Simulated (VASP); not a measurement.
Energy against volume of ZnSe (zinc blende). Level of theory: optB86b-vdW, VASP's PBE PAW potentials (set 64) (plane waves; VASP). Run with 520 eV cut-off, 8×8×8 Γ-centred mesh, Gaussian smearing of 0.050 eV, potentials Zn Se.

| V (Å³/atom) | E (eV/atom) |
|---|---|
| 21.696 | -0.68663 |
| 22.388 | -0.70005 |
| 23.081 | -0.70418 |
| 23.773 | -0.70041 |

Question: Fit these four points and predict the energy of the run at 24.466 Å³/atom.

Answer: A cubic in V^(−2/3), the third-order Birch-Murnaghan form, passes through the four points with V0 = 23.08 Å³/atom and B0 = 61 GPa, and gives -0.6899 eV/atom there. The run gave -0.6900 eV/atom, -0.0 meV/atom from the fit; all five points give B0 = 61 GPa.

The compound is ZnSe in the zinc blende structure. It was relaxed first.
